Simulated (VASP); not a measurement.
Output of a VASP run:

**OUTCAR**
```
 ion  position               nearest neighbor table
   1  0.000  0.000  0.000-
   2  0.500  0.500  0.500-
  LATTYP: Found a face centered cubic cell.
 ALAT       =     3.9588586220
 Subroutine PRICEL returns:
 Original cell was already a primitive cell.
 Subroutine GETGRP returns: Found 48 space group operations
The static configuration has the point symmetry O_h .
The dynamic configuration has the point symmetry O_h .
 Subroutine INISYM returns: Found 48 space group operations
 Subroutine IBZKPT returns following result:
 Found     56 irreducible k-points:

 Following reciprocal coordinates:
            Coordinates               Weight
  0.000000  0.000000  0.000000      1.000000
  0.090909  0.000000  0.000000      8.000000
  0.181818  0.000000  0.000000      8.000000
  0.272727  0.000000  0.000000      8.000000
  0.363636  0.000000  0.000000      8.000000
  0.454545  0.000000  0.000000      8.000000
  0.090909  0.090909  0.000000      6.000000
  0.181818  0.090909  0.000000     24.000000
  0.272727  0.090909  0.000000     24.000000
  0.363636  0.090909  0.000000     24.000000
  0.454545  0.090909  0.000000     24.000000
 -0.454545  0.090909  0.000000     24.000000
 -0.363636  0.090909  0.000000     24.000000
 -0.272727  0.090909  0.000000     24.000000
 -0.181818  0.090909  0.000000     24.000000
 -0.090909  0.090909  0.000000     12.000000
  0.181818  0.181818  0.000000      6.000000
  0.272727  0.181818  0.000000     24.000000
  0.363636  0.181818  0.000000     24.000000
  0.454545  0.181818  0.000000     24.000000
 -0.454545  0.181818  0.000000     24.000000
 -0.363636  0.181818  0.000000     24.000000
 -0.272727  0.181818  0.000000     24.000000
 -0.181818  0.181818  0.000000     12.000000
  0.272727  0.272727  0.000000      6.000000
  0.363636  0.272727  0.000000     24.000000
  0.454545  0.272727  0.000000     24.000000
 -0.454545  0.272727  0.000000     24.000000
 -0.363636  0.272727  0.000000     24.000000
 -0.272727  0.272727  0.000000     12.000000
  0.363636  0.363636  0.000000      6.000000
  0.454545  0.363636  0.000000     24.000000
 -0.454545  0.363636  0.000000     24.000000
 -0.363636  0.363636  0.000000     12.000000
  0.454545  0.454545  0.000000      6.000000
 -0.454545  0.454545  0.000000     12.000000
  0.272727  0.181818  0.090909     24.000000
  0.363636  0.181818  0.090909     48.000000
  0.454545  0.181818  0.090909     48.000000
 -0.454545  0.181818  0.090909     48.000000
   k-points           NKPTS =     56   k-points in BZ     NKDIM =     56   number of bands    NBANDS=      6
   number of dos      NEDOS =    301   number of ions     NIONS =      2
   total plane-waves  NPLWV =  13824
   dimension x,y,z NGX =    24 NGY =   24 NGZ =   24
   dimension x,y,z NGXF=    48 NGYF=   48 NGZF=   48
   ions per type =               1   1
   PREC   = accura    normal or accurate (medium, high low for compatibility)
   ISTART =      0    job   : 0-new  1-cont  2-samecut
   ICHARG =      2    charge: 1-file 2-atom 10-const
   ISPIN  =      1    spin polarized calculation?
   LNONCOLLINEAR =      F non collinear calculations
   LSORBIT =      F    spin-orbit coupling
   INIWAV =      1    electr: 0-lowe 1-rand  2-diag
   ENCUT  =  520.0 eV  38.22 Ry    6.18 a.u.   5.20  5.20  5.20*2*pi/ulx,y,z
   NELM   =    100;   NELMIN=  2; NELMDL= -5     # of ELM steps
   EDIFF  = 0.1E-06   stopping-criterion for ELM
   LREAL  =      F    real-space projection
   NLSPLINE    = F    spline interpolate recip. space projectors
   LMAXMIX     =    2 max onsite mixed and CHGCAR
   VOSKOWN=      0    Vosko Wilk Nusair interpolation
   EDIFFG = 0.1E-05   stopping-criterion for IOM
   NSW    =      0    number of steps for IOM
   NBLOCK =      1;   KBLOCK =      1    inner block; outer block
   IBRION =     -1    ionic relax: 0-MD 1-quasi-New 2-CG
...
```

### OSZICAR
```
       N       E                     dE             d eps       ncg     rms          rms(c)
DAV:   1    -0.119729927959E+01   -0.11973E+01   -0.14995E+03   678   0.607E+02
DAV:   2    -0.609451170353E+01   -0.48972E+01   -0.47045E+01   990   0.659E+01
DAV:   3    -0.617619660582E+01   -0.81685E-01   -0.81685E-01   798   0.800E+00
DAV:   4    -0.617753644517E+01   -0.13398E-02   -0.13398E-02   948   0.785E-01
DAV:   5    -0.617754426288E+01   -0.78177E-05   -0.78177E-05   810   0.469E-02    0.269E+00
DAV:   6    -0.601994466912E+01    0.15760E+00   -0.13078E-01   786   0.175E+00    0.136E+00
DAV:   7    -0.596752872375E+01    0.52416E-01   -0.16928E-01   864   0.225E+00    0.201E-01
DAV:   8    -0.596913304462E+01   -0.16043E-02   -0.58728E-03   780   0.739E-01    0.289E-02
DAV:   9    -0.596912937664E+01    0.36680E-05   -0.20792E-04  1014   0.839E-02    0.122E-02
DAV:  10    -0.596912891463E+01    0.46201E-06   -0.52094E-06   762   0.197E-02    0.165E-03
DAV:  11    -0.596912763682E+01    0.12778E-05   -0.41465E-07   792   0.805E-03    0.831E-04
DAV:  12    -0.596912664192E+01    0.99490E-06   -0.30838E-08   390   0.181E-03    0.792E-04
DAV:  13    -0.596912701206E+01   -0.37013E-06   -0.13395E-08   342   0.137E-03    0.102E-04
DAV:  14    -0.596912704280E+01   -0.30739E-07   -0.11818E-09   336   0.426E-04
   1 F= -.59691270E+01 E0= -.59691270E+01  d E =-.423937E-17
```

**OUTCAR**
```
------------------------ aborting loop because EDIFF is reached ----------------------------------------
  FORCE on cell =-STRESS in cart. coord.  units (eV):
  Direction    XX          YY          ZZ          XY          YZ          ZX
  --------------------------------------------------------------------------------------
  Total        0.1048377      0.1048377      0.1048377     -0.0000000      0.0000000     -0.0000000
  in kB       10.8287410     10.8287410     10.8287410     -0.0000000      0.0000000     -0.0000000
  external PRESSURE =      10.8287410 kB  Pullay stress =       0.0000000 kB
  volume of cell :       15.51
      direct lattice vectors                 reciprocal lattice vectors
     0.000000000  1.979429311  1.979429311    -0.252598058  0.252598058  0.252598058
     1.979429311  0.000000000  1.979429311     0.252598058 -0.252598058  0.252598058
     1.979429311  1.979429311  0.000000000     0.252598058  0.252598058 -0.252598058
  FREE ENERGIE OF THE ION-ELECTRON SYSTEM (eV)
  ---------------------------------------------------
  free  energy   TOTEN  =        -5.9691270428 eV

  energy  without entropy=       -5.9691270428  energy(sigma->0) =       -5.96912704
```
(Selected blocks of OUTCAR.)

File POSCAR:
```
LiH
1
    0.0000000000     1.9794293110     1.9794293110
    1.9794293110     0.0000000000     1.9794293110
    1.9794293110     1.9794293110     0.0000000000
Li H
1 1
Direct
  0.0000000000   0.0000000000   0.0000000000
  0.5000000000   0.5000000000   0.5000000000
```

Write an INCAR and KPOINTS that could have produced this output.

This is not unique; one that fits is the input of the run itself, AM05 GGA, plane waves, VASP's PBE PAW potentials (set 64).

INCAR:
```
ALGO = Normal
EDIFF = 1E-7
ENCUT = 520
GGA = AM
ISIF = 2
ISMEAR = 0
LASPH = .True.
LCHARG = .False.
LREAL = .False.
LWAVE = .False.
NELM = 100
PREC = Accurate
SIGMA = 0.05
SYSTEM = LiH
```

### KPOINTS
```
Automatic
0
gamma
 11 11 11
```

POTCAR, in this order: Li_sv H (PBE.64 set). Program: vasp_std.

The compound is LiH in the rock salt structure. This cell is one point of a volume scan, at 0.97 of the reference volume.
